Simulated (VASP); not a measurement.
Computed with PBE GGA, VASP's PBE PAW potentials (set 64) (plane waves; VASP).

Input for VASP

**POSCAR**
```
MnS
5.0087430
  1.0000000000   0.0000000000   0.0000000000
  0.0000000000   1.4142135063   0.0000000000
  0.0000000000   0.0000000000   3.8705120227
Mn S
8 8
Direct
  0.0000000000   0.0535710000   0.3610780000
  0.5000000000   0.3035710000   0.4536940000
  0.0000000000   0.5535710000   0.3610780000
  0.5000000000   0.8035710000   0.4536940000
  0.0000000000   0.5535710000   0.5463060000
  0.5000000000   0.8035710000   0.6389220000
  0.0000000000   0.0535710000   0.5463060000
  0.5000000000   0.3035710000   0.6389220000
  0.0000000000   0.8035710000   0.4536940000
  0.5000000000   0.5535710000   0.3610780000
  0.0000000000   0.3035710000   0.4536940000
  0.5000000000   0.0535710000   0.3610780000
  0.0000000000   0.3035710000   0.6389220000
  0.5000000000   0.0535710000   0.5463060000
  0.0000000000   0.8035710000   0.6389220000
  0.5000000000   0.5535710000   0.5463060000
```

**INCAR**
```
ALGO=Normal
DIPOL=0.5 0.5 0.5
EDIFF=1E-6
ENCUT=300
GGA=PE
IDIPOL=3
ISIF=2
ISMEAR=-1
ISPIN=2
LASPH=T
LCHARG=F
LDIPOL=T
LMAXMIX=4
LORBIT=11
LREAL=Auto
LWAVE=F
MAGMOM=4.0 4.0 4.0 4.0 4.0 4.0 4.0 4.0 0.0 0.0 0.0 0.0 0.0 0.0 0.0 0.0
NELM=100
PREC=Accurate
SIGMA=0.136
SYSTEM=MnS
```

KPOINTS:
```
Regular mesh
0
Gamma
3 3 1
```

POTCAR, in this order: Mn_pv S (PBE.64 set). Program: vasp_std.

The run wrote:

### OUTCAR
```
 ion  position               nearest neighbor table
   1  0.000  0.054  0.361-  12 2.50  12 2.50   9 2.52  11 2.52
   2  0.500  0.304  0.454-  11 2.50  11 2.50  16 2.52  14 2.52  12 2.52  10 2.52
   3  0.000  0.554  0.361-  10 2.50  10 2.50  11 2.52   9 2.52
   4  0.500  0.804  0.454-   9 2.50   9 2.50  16 2.52  14 2.52  12 2.52  10 2.52
   5  0.000  0.554  0.546-  16 2.50  16 2.50   9 2.52  11 2.52  13 2.52  15 2.52
   6  0.500  0.804  0.639-  15 2.50  15 2.50  16 2.52  14 2.52
   7  0.000  0.054  0.546-  14 2.50  14 2.50   9 2.52  11 2.52  15 2.52  13 2.52
   8  0.500  0.304  0.639-  13 2.50  13 2.50  16 2.52  14 2.52
   9  0.000  0.804  0.454-   4 2.50   4 2.50   7 2.52   5 2.52   1 2.52   3 2.52
  10  0.500  0.554  0.361-   3 2.50   3 2.50   4 2.52   2 2.52
  11  0.000  0.304  0.454-   2 2.50   2 2.50   7 2.52   5 2.52   3 2.52   1 2.52
  12  0.500  0.054  0.361-   1 2.50   1 2.50   4 2.52   2 2.52
  13  0.000  0.304  0.639-   8 2.50   8 2.50   5 2.52   7 2.52
  14  0.500  0.054  0.546-   7 2.50   7 2.50   2 2.52   4 2.52   8 2.52   6 2.52
  15  0.000  0.804  0.639-   6 2.50   6 2.50   7 2.52   5 2.52
  16  0.500  0.554  0.546-   5 2.50   5 2.50   2 2.52   4 2.52   8 2.52   6 2.52
  LATTYP: Found a simple orthorhombic cell.
 ALAT       =     5.0087430000
 B/A-ratio  =     1.4142135063
 C/A-ratio  =     3.8705120227
 Subroutine PRICEL returns following result:
  LATTYP: Found a simple orthorhombic cell.
 ALAT       =     3.5417160000
 B/A-ratio  =     1.4142136185
 C/A-ratio  =     5.4737308130
 Subroutine GETGRP returns: Found  8 space group operations
The static configuration has the point symmetry C_1h.
 The point group associated with its full space group is D_2h.
The dynamic configuration has the point symmetry C_1h.
The overall configuration has the point symmetry C_1h.
 Subroutine INISYM returns: Found  8 space group operations
 Subroutine IBZKPT returns following result:
 Found      4 irreducible k-points:

 Following reciprocal coordinates:
            Coordinates               Weight
  0.000000  0.000000  0.000000      1.000000
  0.333333  0.000000  0.000000      2.000000
  0.000000  0.333333  0.000000      2.000000
...
```

**OSZICAR**
```
       N       E                     dE             d eps       ncg     rms          rms(c)
DAV:   1     0.106094061176E+04    0.10609E+04   -0.65995E+04  2080   0.870E+02
DAV:   2    -0.150757904381E+02   -0.10760E+04   -0.10283E+04  1955   0.293E+02
DAV:   3    -0.115588829097E+03   -0.10051E+03   -0.98570E+02  1920   0.875E+01
DAV:   4    -0.119893469797E+03   -0.43046E+01   -0.42836E+01  2184   0.174E+01
DAV:   5    -0.119995971170E+03   -0.10250E+00   -0.10237E+00  2104   0.267E+00    0.338E+01
DAV:   6    -0.110418242789E+03    0.95777E+01   -0.92824E+01  2106   0.439E+01    0.305E+01
DAV:   7    -0.109956493355E+03    0.46175E+00   -0.19632E+01  1945   0.273E+01    0.212E+01
DAV:   8    -0.109816260042E+03    0.14023E+00   -0.85478E+00  2224   0.208E+01    0.166E+01
DAV:   9    -0.109405682112E+03    0.41058E+00   -0.41095E+00  2103   0.165E+01    0.105E+01
DAV:  10    -0.108810099652E+03    0.59558E+00   -0.96579E-01  2003   0.698E+00    0.240E+00
DAV:  11    -0.108785505074E+03    0.24595E-01   -0.22913E-01  1920   0.178E+00    0.167E+00
DAV:  12    -0.108824734680E+03   -0.39230E-01   -0.37991E-02  1831   0.127E+00    0.181E+00
DAV:  13    -0.108913137410E+03   -0.88403E-01   -0.29472E-02  1789   0.720E-01    0.961E-01
DAV:  14    -0.108988393941E+03   -0.75257E-01   -0.17217E-02  1986   0.601E-01    0.669E-01
DAV:  15    -0.109042666254E+03   -0.54272E-01   -0.94649E-03  1817   0.253E-01    0.541E-01
DAV:  16    -0.109128790143E+03   -0.86124E-01   -0.17021E-02  1874   0.302E-01    0.492E-01
DAV:  17    -0.109230432340E+03   -0.10164E+00   -0.32268E-02  1876   0.438E-01    0.188E-01
DAV:  18    -0.109248913794E+03   -0.18481E-01   -0.36013E-03  1948   0.143E-01    0.988E-02
DAV:  19    -0.109251253387E+03   -0.23396E-02   -0.75824E-04  1932   0.760E-02    0.719E-02
DAV:  20    -0.109252346324E+03   -0.10929E-02   -0.25808E-04  1767   0.404E-02    0.324E-02
DAV:  21    -0.109253144799E+03   -0.79847E-03   -0.86763E-05  1666   0.182E-02    0.185E-02
DAV:  22    -0.109253580239E+03   -0.43544E-03   -0.34102E-05  1730   0.103E-02    0.104E-02
DAV:  23    -0.109254371599E+03   -0.79136E-03   -0.13157E-04  1628   0.131E-02    0.535E-03
DAV:  24    -0.109254716808E+03   -0.34521E-03   -0.64061E-05  1751   0.900E-03    0.418E-03
DAV:  25    -0.109254781837E+03   -0.65029E-04   -0.84915E-06  1602   0.444E-03    0.371E-03
DAV:  26    -0.109254823275E+03   -0.41438E-04   -0.38772E-06  1492   0.277E-03    0.202E-03
DAV:  27    -0.109254856060E+03   -0.32785E-04   -0.41593E-06  1498   0.294E-03    0.229E-03
DAV:  28    -0.109254868780E+03   -0.12720E-04   -0.18060E-06  1455   0.172E-03    0.114E-03
DAV:  29    -0.109254873991E+03   -0.52112E-05   -0.54258E-07  1356   0.940E-04    0.652E-04
DAV:  30    -0.109254878608E+03   -0.46165E-05   -0.32923E-07  1255   0.787E-04    0.727E-04
DAV:  31    -0.109254880224E+03   -0.16166E-05   -0.94579E-08  1202   0.569E-04    0.320E-04
DAV:  32    -0.109254881497E+03   -0.12726E-05   -0.88043E-08  1086   0.356E-04    0.257E-04
DAV:  33    -0.109254882547E+03   -0.10500E-05   -0.50714E-08  1148   0.298E-04    0.113E-04
DAV:  34    -0.109254883160E+03   -0.61349E-06   -0.29360E-08  1170   0.202E-04
   1 F= -.10925488E+03 E0= -.10891270E+03  d E =-.684358E+00  mag=    36.2342
```

**OUTCAR**
```
------------------------ aborting loop because EDIFF is reached ----------------------------------------
  FORCE on cell =-STRESS in cart. coord.  units (eV):
  Direction    XX          YY          ZZ          XY          YZ          ZX
  --------------------------------------------------------------------------------------
  Total      -10.2397832      2.7144444     -2.7986238      0.0000000      0.0000000      0.0000000
  in kB      -23.8523787      6.3229810     -6.5190673      0.0000000      0.0000000      0.0000000
  external PRESSURE =      -8.0161550 kB  Pullay stress =       0.0000000 kB
  volume of cell :      687.81
      direct lattice vectors                 reciprocal lattice vectors
     5.008743000  0.000000000  0.000000000     0.199650890  0.000000000  0.000000000
     0.000000000  7.083432000  0.000000000     0.000000000  0.141174504  0.000000000
     0.000000000  0.000000000 19.386400000     0.000000000  0.000000000  0.051582553
 POSITION                                       TOTAL-FORCE (eV/Angst)
 -----------------------------------------------------------------------------------
      0.00000      0.37947      7.00000        -0.000000      0.000000      0.584218
      2.50437      2.15032      8.79549        -0.000000     -0.000000     -0.674401
      0.00000      3.92118      7.00000        -0.000000      0.000000      0.584218
      2.50437      5.69204      8.79549         0.000000     -0.000000     -0.674401
      0.00000      3.92118     10.59091         0.000000     -0.000000      0.674401
      2.50437      5.69204     12.38640         0.000000      0.000000     -0.584218
      0.00000      0.37947     10.59091        -0.000000     -0.000000      0.674401
      2.50437      2.15032     12.38640         0.000000      0.000000     -0.584218
      0.00000      5.69204      8.79549        -0.000000      0.000000     -0.280972
      2.50437      3.92118      7.00000         0.000000      0.000000     -0.097575
      0.00000      2.15032      8.79549        -0.000000      0.000000     -0.280972
      2.50437      0.37947      7.00000         0.000000      0.000000     -0.097575
      0.00000      2.15032     12.38640         0.000000      0.000000      0.097575
      2.50437      0.37947     10.59091         0.000000      0.000000      0.280972
      0.00000      5.69204     12.38640         0.000000      0.000000      0.097575
      2.50437      3.92118     10.59091         0.000000      0.000000      0.280972
 -----------------------------------------------------------------------------------
    total drift:                                0.000000      0.001901      0.000293
  FREE ENERGIE OF THE ION-ELECTRON SYSTEM (eV)
  ---------------------------------------------------
  free  energy   TOTEN  =      -109.2548831605 eV

  energy  without entropy=     -108.5705247716  energy(sigma->0) =     -108.91270397

 total charge

# of ion       s       p       d       tot
------------------------------------------
    1        0.232   6.148   4.951  11.331
    2        0.239   6.203   4.954  11.396
    3        0.232   6.148   4.951  11.331
    4        0.239   6.203   4.954  11.396
    5        0.239   6.203   4.954  11.396
    6        0.232   6.148   4.951  11.331
    7        0.239   6.203   4.954  11.396
    8        0.232   6.148   4.951  11.331
    9        1.330   2.421   0.000   3.751
   10        1.331   2.374   0.000   3.704
   11        1.330   2.421   0.000   3.751
   12        1.331   2.374   0.000   3.704
   13        1.331   2.374   0.000   3.704
   14        1.330   2.421   0.000   3.751
   15        1.331   2.374   0.000   3.704
   16        1.330   2.421   0.000   3.751
--------------------------------------------------
tot         12.524  68.585  39.621 120.731

 magnetization (x)

# of ion       s       p       d       tot
------------------------------------------
    1        0.066   0.042   4.082   4.190
    2        0.048   0.041   3.904   3.993
    3        0.066   0.042   4.082   4.190
    4        0.048   0.041   3.904   3.993
    5        0.048   0.041   3.904   3.993
    6        0.066   0.042   4.082   4.190
    7        0.048   0.041   3.904   3.993
    8        0.066   0.042   4.082   4.190
    9        0.028   0.069   0.000   0.098
   10        0.012   0.022   0.000   0.034
   11        0.028   0.069   0.000   0.098
   12        0.012   0.022   0.000   0.034
   13        0.012   0.022   0.000   0.034
   14        0.028   0.069   0.000   0.098
   15        0.012   0.022   0.000   0.034
   16        0.028   0.069   0.000   0.098
--------------------------------------------------
tot          0.618   0.695  31.943  33.255
```
(Selected blocks of OUTCAR.)

At this cut-off the stress carries a Pulay error, which pulls relaxed volumes low. The cell holds a wide vacuum, so values per volume refer to the whole cell. The moments were started parallel, and other spin orders were not tried in this run.

The cell is a sheet with vacuum, built from a generated structure.
